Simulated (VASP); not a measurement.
Here is the system:

```
CELL_PARAMETERS angstrom
      5.01112     0.00000     0.00000
      0.00000     5.01112     0.00000
      0.00000     0.00000     5.01112
ATOMIC_POSITIONS crystal
  Ga 0.00000 0.00000 0.00000
  As 0.26624 0.26624 0.26624
  As 0.73376 0.73376 0.26624
  As 0.73376 0.26624 0.73376
  As 0.26624 0.73376 0.73376
  B  0.50000 0.50000 0.00000
  B  0.50000 0.00000 0.50000
  B  0.00000 0.50000 0.50000
```

Level of theory: PBEsol GGA, VASP's PBE PAW potentials (set 64) (plane waves; VASP). Numerical set-up: 520 eV cut-off, Gaussian smearing of 0.050 eV, potentials Ga_d As B.

Predict the band gap (along the path) with the smallest direct gap where there is one.

```json
{
 "band gap (along the path)": "0.40 eV",
 "smallest direct gap (along the path)": "0.40 eV"
}
```

Only differences to runs with the same potentials and settings are physical.

The structure was generated: GaAs4B3 was put into an ordered model structure (P-43m), which need not be its known phase. It was relaxed first.
